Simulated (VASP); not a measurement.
Set up this calculation in VASP 6.6.1, as the native input.

| Quantity | Value |
| --- | --- |
| Task | single point |
| Functional | PBE |
| Potentials or basis | VASP PAW PBE potentials, release 64 (Cu) |
| Cutoff | 520 eV |
| k mesh | 20 × 20 × 20 |
| Occupations | gaussian, width 0.3 eV |
| Spin | no spin polarisation |
| Further INCAR settings | ALGO = Normal; EDIFF = 1e-07; NBANDS = 12 |

The structure of Cu lies in POSCAR:

```
Cu                                      
1.0
    0.0000000000      1.7803352180      1.7803352180
    1.7803352180     -0.0000000000      1.7803352180
    1.7803352180      1.7803352180      0.0000000000
  Cu            
     1
Direct
     1.0000000000000000    0.0000000000000000    0.0000000000000000
```

The cell isn't the ideal one: a relaxed cell with its volume scaled by 0.94.

These files were run (other wordings do the same):

INCAR

```
SYSTEM = Cu
PREC = Accurate
ENCUT = 520
EDIFF = 1E-7
ISMEAR = 0
SIGMA = 0.3
LREAL = .FALSE.
LASPH = .TRUE.
NELM = 60
ALGO = Normal
ISIF = 2
LWAVE = .FALSE.
LCHARG = .FALSE.
GGA = PE
NBANDS = 12
```

KPOINTS

```
regular mesh
0
G
  20 20 20
  0 0 0
```

Potentials or basis: VASP PAW PBE potentials, release 64 (Cu).

Run with:

```bash
$ cat potpaw_PBE.64/Cu/POTCAR > POTCAR
$ mpirun -np 1 vasp_std > vasp.out
```

Results of the run:

* Pressure: 10.0 GPa
* Band gap on the k mesh: none (metal or under the smearing width)

Wall time 20 s on 1 thread of Intel(R) Xeon(R) Platinum 8488C (Sapphire Rapids), on a shared host, peak memory 0.15 GiB.
